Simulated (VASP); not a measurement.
Data:

```
CELL_PARAMETERS angstrom
      0.00000     2.33839     2.33839
      2.33839     0.00000     2.33839
      2.33839     2.33839     0.00000
ATOMIC_POSITIONS crystal
  Na 0.00000 0.00000 0.00000
  F  0.50000 0.50000 0.50000
```

Level of theory: vdW-DF-cx, VASP's PBE PAW potentials (set 64) (plane waves; VASP). Settings: 520 eV cut-off, 11×11×11 Γ-centred mesh, tetrahedra with Blöchl corrections, potentials Na_pv F.

Question: Estimate the energy per atom (σ→0), band gap (on the k-mesh) with the smallest direct gap where there is one.

Answer: 
```
Item                                          Value
-----------------------------------  --------------
band gap (on the k-mesh)                    6.41 eV
smallest direct gap (on the k-mesh)         6.41 eV
energy per atom (σ→0)                -2.239 eV/atom
```

Total energies compare only between runs with the same potentials, cut-off and functional.

The compound is NaF in the rock salt structure. It was relaxed first.
